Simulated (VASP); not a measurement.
Here is the system:

```yaml
crystal:
  lattice:
    - [5.22000, 2.61000, 2.61000]
    - [2.61000, 5.22000, 2.61000]
    - [2.61000, 2.61000, 5.22000]
  atoms:
    - { symbol: Mn, position: [0.00000, 0.00000, 0.00000], spin: 5.0 }
    - { symbol: Mn, position: [0.50000, 0.50000, 0.50000], spin: -5.0 }
    - { symbol: S, position: [0.25000, 0.25000, 0.25000] }
    - { symbol: S, position: [0.75000, 0.75000, 0.75000] }
```

The numbers are results of PBE GGA, VASP's PBE PAW potentials (set 64) (plane waves; VASP), not measurements. Numerical set-up: 300 eV cut-off, 4×4×4 Γ-centred mesh, Fermi-Dirac smearing of 0.020 eV, potentials Mn_pv S.

At this cut-off the stress carries a Pulay error, which pulls relaxed volumes low.

Q: What does the run give for the cell moment, energy per atom (σ→0), pressure?

A: 
```json
{
 "cell_moment": "0.00 μB",
 "energy per atom (σ→0)": "-7.090 eV/atom",
 "pressure": "-3.72 GPa"
}
```

Q: Give the moment on each site (PAW-sphere projection).

A: 
```tsv
site	moment (μB)
Mn1	4.21
Mn2	-4.21
S3	0.00
S4	0.00
```

Only differences to runs with the same potentials and settings are physical.

The structure is a typed MnS crystal (Fm-3m). The cell was not relaxed at this level. The k-mesh is coarse (spacing up to 0.50 per Å, 2π included), so the numbers may not be converged in it.
